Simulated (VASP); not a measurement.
All values below come from PBEsol GGA, VASP's PBE PAW potentials (set 64) (plane waves; VASP).

A VASP calculation is set up with these files.

**POSCAR**
```
TiNbB4
1
    3.0870300000     0.0000000000     0.0000000000
   -1.5435150000     2.6734460000     0.0000000000
    0.0000000000     0.0000000000     6.5994300000
Ti Nb B
1 1 4
Direct
  0.0000000000   0.0000000000   0.5000000000
  0.0000000000   0.0000000000   0.0000000000
  0.3333330000   0.6666670000   0.7407700000
  0.6666670000   0.3333330000   0.2592300000
  0.6666670000   0.3333330000   0.7407700000
  0.3333330000   0.6666670000   0.2592300000
```

### KPOINTS
```
Automatic mesh
0
Gamma
6 6 3
0 0 0
```

INCAR:
```
SYSTEM  =  TiNbB4
PREC  =  Accurate; ENCUT  =  400; LREAL  =  .FALSE.
LASPH  =  .TRUE.
EDIFF  =  1E-6; NELM  =  100; ALGO  =  Normal
LMAXMIX  =  4
ISMEAR  =  -1; SIGMA  =  0.1
GGA  =  PS
ISIF  =  2
LWAVE  =  .FALSE.; LCHARG  =  .FALSE.
```

POTCAR, in this order: Ti_sv Nb_sv B (PBE.64 set). Program: vasp_std.

At this cut-off the stress carries a Pulay error, which pulls relaxed volumes low. Gaps are read on the run's mesh, which can miss a band edge.

Predict the energy per atom (σ→0), pressure, largest force, band gap (on the k-mesh).

```json
{
 "energy per atom (σ→0)": "-8.873 eV/atom",
 "band gap (on the k-mesh)": "none (metal, semimetal or under 0.01 eV)",
 "pressure": "-103.7 kbar",
 "largest_force": "0.113 eV/Å"
}
```

OSZICAR:
```
...
DAV:  10    -0.532720333815E+02    0.79953E-02   -0.80905E-02   946   0.175E+00    0.254E-01
DAV:  11    -0.532717084255E+02    0.32496E-03   -0.92337E-03   840   0.631E-01    0.810E-02
DAV:  12    -0.532716854086E+02    0.23017E-04   -0.93638E-04   892   0.256E-01    0.315E-02
DAV:  13    -0.532716929330E+02   -0.75244E-05   -0.80293E-05   962   0.508E-02    0.135E-02
DAV:  14    -0.532716967199E+02   -0.37868E-05   -0.36146E-05   852   0.308E-02    0.322E-03
DAV:  15    -0.532716977048E+02   -0.98497E-06   -0.11774E-05   494   0.775E-03    0.124E-03
DAV:  16    -0.532716983462E+02   -0.64141E-06   -0.65452E-06   470   0.482E-03
   1 F= -.53271698E+02 E0= -.53237580E+02  d E =-.682368E-01
```

The structure comes from a computed database's TiNbB4 entry; how it stands against other phases isn't given here. The cell was not relaxed at this level. The k-mesh is coarse (spacing up to 0.39 per Å, 2π included), so the numbers may not be converged in it. The run is one of a series of settings (KPOINTS 6×6×3 Γ-centred mesh against the base run), some of them coarse on purpose. The electron count is odd and the run is not spin-polarised, which forces a metal. VASP warned that the highest band is occupied, so more bands are needed.
